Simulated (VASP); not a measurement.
Input:

```yaml
crystal:
  lattice:
    - [6.02535, 0.00000, 0.00000]
    - [0.00000, 6.02535, 0.00000]
    - [0.00000, 0.00000, 6.02535]
  atoms:
    - { symbol: Cs, position: [0.00000, 0.00000, 0.00000] }
    - { symbol: Sn, position: [0.50000, 0.50000, 0.50000] }
    - { symbol: I, position: [0.50000, 0.00000, 0.50000] }
    - { symbol: I, position: [0.00000, 0.50000, 0.50000] }
    - { symbol: I, position: [0.50000, 0.50000, 0.00000] }
```

Computed with LDA (Ceperley-Alder, Perdew-Zunger), VASP's LDA PAW potentials (set 64) (plane waves; VASP). Run with 520 eV cut-off, Gaussian smearing of 0.050 eV, potentials Cs_sv Sn_d I.

Q: Give the energies of bands 13 to 25 at the high-symmetry points, in eV from the Fermi level.

A: 
```
band      Γ      X      M      R
----  -----  -----  -----  -----
13    -6.46  -7.56  -8.43  -9.25
14    -5.41  -5.29  -5.09  -3.84
15    -5.41  -5.29  -4.09  -3.84
16    -5.41  -3.63  -3.18  -3.84
17    -2.75  -3.04  -3.18  -2.87
18    -2.75  -3.04  -3.14  -2.87
19    -2.75  -2.98  -3.14  -2.02
20    -2.53  -2.70  -2.88  -2.02
21    -2.53  -2.70  -2.04  -2.02
22    -2.53  -1.71  -0.79   0.00
23     1.63   0.84   0.52   0.00
24     2.45   3.40   0.52   0.00
25     2.45   3.44   3.74   0.15
```

It has no gap at this level: it comes out as a metal or semimetal.

The compound is CsSnI3 in the cubic perovskite structure, the ideal cubic form; the compound distorts at low or room temperature. It was relaxed first, which changed the volume by -9 %.
